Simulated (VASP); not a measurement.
All values below come from PBE GGA, VASP's PBE PAW potentials (set 64) (plane waves; VASP).

VASP input:

### KPOINTS
```
kpoints
0
Gamma
11 11 11
```

### POSCAR
```
C
1
    0.0000000000     1.7791000000     1.7686780000
    1.7594910000     0.0000000000     1.7686780000
    1.7594910000     1.7791000000     0.0000000000
C
2
Direct
  0.0000000000   0.0000000000   0.0000000000
  0.2365770000   0.2634230000   0.2634230000
```

### INCAR
```
! general
SYSTEM=C
PREC  =Normal
ENCUT =520   ! plane-wave cut-off (eV)
LREAL =.FALSE.   ! projection in real space or not
LASPH =.TRUE.   ! aspherical one-centre terms

! electronic loop
EDIFF =1E-6   ! SCF stop (eV)
NELM  =100
ALGO  =Normal

! smearing
ISMEAR=0   ! Gaussian
SIGMA =0.05   ! width (eV)

! functional
GGA   =PE   ! PBE

! ions
ISIF  =2   ! forces and stress, cell fixed

! output
LWAVE =.FALSE.
LCHARG=.FALSE.
```

POTCAR, in this order: C (PBE.64 set). Program: vasp_std.

The resulting files:

**OSZICAR**
```
       N       E                     dE             d eps       ncg     rms          rms(c)
DAV:   1    -0.422242228632E+00   -0.42224E+00   -0.51572E+03  6128   0.996E+02
DAV:   2    -0.187005140191E+02   -0.18278E+02   -0.17533E+02  9072   0.111E+02
DAV:   3    -0.188147238777E+02   -0.11421E+00   -0.11421E+00  6392   0.114E+01
DAV:   4    -0.188148675151E+02   -0.14364E-03   -0.14364E-03  8504   0.435E-01
DAV:   5    -0.188148675691E+02   -0.54035E-07   -0.54035E-07  6184   0.540E-03    0.574E+00
DAV:   6    -0.182980746639E+02    0.51679E+00   -0.39563E-01  6048   0.507E+00    0.345E+00
DAV:   7    -0.181244054156E+02    0.17367E+00   -0.43411E-01  6984   0.542E+00    0.807E-01
DAV:   8    -0.181257094119E+02   -0.13040E-02   -0.18555E-03  6008   0.505E-01    0.475E-02
DAV:   9    -0.181257226571E+02   -0.13245E-04   -0.13008E-04  8656   0.102E-01    0.277E-02
DAV:  10    -0.181257355128E+02   -0.12856E-04   -0.13228E-05  6128   0.429E-02    0.648E-03
DAV:  11    -0.181257353538E+02    0.15903E-06   -0.48183E-08  3976   0.253E-03
   1 F= -.18125735E+02 E0= -.18125735E+02  d E =-.504511E-18
```

**OUTCAR**
```
------------------------ aborting loop because EDIFF is reached ----------------------------------------
  FORCE on cell =-STRESS in cart. coord.  units (eV):
  Direction    XX          YY          ZZ          XY          YZ          ZX
  --------------------------------------------------------------------------------------
  Total        1.3247504      0.6433370      1.0351262      0.0000000     -0.2186391      0.0000000
  in kB      191.6807314     93.0856903    149.7744381      0.0000000    -31.6353220      0.0000000
  external PRESSURE =     144.8469532 kB  Pullay stress =       0.0000000 kB
  volume of cell :       11.07
      direct lattice vectors                 reciprocal lattice vectors
     0.000000000  1.779100000  1.768678000    -0.284173093  0.281040976  0.282697020
     1.759491000  0.000000000  1.768678000     0.284173093 -0.281040976  0.282697020
     1.759491000  1.779100000  0.000000000     0.284173093  0.281040976 -0.282697020
 POSITION                                       TOTAL-FORCE (eV/Angst)
 -----------------------------------------------------------------------------------
      0.00000      0.00000      0.00000         1.844739     -0.000000      0.000000
      0.92698      0.88955      0.88434        -1.844739      0.000000      0.000000
 -----------------------------------------------------------------------------------
    total drift:                               -0.000018      0.000002      0.000001
  FREE ENERGIE OF THE ION-ELECTRON SYSTEM (eV)
  ---------------------------------------------------
  free  energy   TOTEN  =       -18.1257353538 eV

  energy  without entropy=      -18.1257353538  energy(sigma->0) =      -18.12573535
```
(Selected blocks of OUTCAR.)

The compound is C in the diamond structure. The cell was not relaxed at this level, atoms are displaced from their ideal sites. The run is one of a series of settings (PREC = Normal against the base run), some of them coarse on purpose.
